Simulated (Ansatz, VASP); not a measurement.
# Ta3S4Br: VASP beside Ansatz

Contents of INCAR:

```
SYSTEM = Ta3S4Br
PREC = Accurate
ENCUT = 520
EDIFF = 1E-7
ISMEAR = 0
SIGMA = 0.1
LREAL = .FALSE.
LASPH = .TRUE.
NELM = 60
ALGO = Normal
ISIF = 2
LWAVE = .FALSE.
LCHARG = .FALSE.
GGA = PE
NBANDS = 42
```

KPOINTS

```
Automatic mesh
0
G
  4 4 4
  0 0 0
```

Contents of POSCAR:

```
Ta3S4Br
1.0
    5.2633743200      0.0000000000      0.0000000000
    0.0000000000      5.2633743200      0.0000000000
    0.0000000000      0.0000000000      5.2633743200
Ta S Br
3 4 1
Direct
    0.0000000000      0.5000000000      0.5000000000
    0.5000000000      0.0000000000      0.5000000000
    0.5000000000      0.5000000000      0.0000000000
    0.5000000000      0.0000000000      0.0000000000
    0.5000000000      0.5000000000      0.5000000000
    0.0000000000      0.0000000000      0.5000000000
    0.0000000000      0.5000000000      0.0000000000
    0.0000000000      0.0000000000      0.0000000000
```

Input for Ansatz:

```yaml
crystal:
  lattice:
    - [5.26337432, 0.0, 0.0]
    - [0.0, 5.26337432, 0.0]
    - [0.0, 0.0, 5.26337432]
  atoms:
    - { symbol: Ta, position: [0.0, 0.5, 0.5] }
    - { symbol: Ta, position: [0.5, 0.0, 0.5] }
    - { symbol: Ta, position: [0.5, 0.5, 0.0] }
    - { symbol: S, position: [0.5, 0.0, 0.0] }
    - { symbol: S, position: [0.5, 0.5, 0.5] }
    - { symbol: S, position: [0.0, 0.0, 0.5] }
    - { symbol: S, position: [0.0, 0.5, 0.0] }
    - { symbol: Br, position: [0.0, 0.0, 0.0] }
basis:
  ecutwfc: 420
kpoints:
  mp_grid: { grid: [4, 4, 4] }
hamiltonian:
  xc: pbe
scf:
  occupations: { method: gaussian, width: 0.1 }
  lower_state_search: "off"
output:
  forces: true
  stress: true
  eigenvalues: true
```

Change from the starting cell: species swapped into the Mg3MnO4 type (Pm-3m, No. 221).

Alike in both runs: task single point; functional PBE; k mesh 4 × 4 × 4; occupations gaussian, width 0.1 eV; no spin polarisation.

```csv
,VASP,Ansatz
version,VASP 6.6.1,Ansatz 0.2.0
potentials or method,"VASP PAW PBE potentials, release 64 (Ta_pv, S, Br)","scalar-relativistic, plane waves, PAW"
plane-wave cutoff (eV),520,420
valence electrons in the cell,64,70
```

Ansatz gave:

```
gap on the k mesh at the Fermi level (eV) : none
pressure (GPa)                            : -6.9
```

Task: What did VASP give for the same quantities?

Result: gap on the k mesh at the Fermi level (eV): none; pressure (GPa): -6.8.

A gap of «none» marks a metal or a gap that the smearing closes. The two sets of potentials don't hold the same shells in valence.

The runs have no spin-orbit coupling, so splittings on Ta are missing.
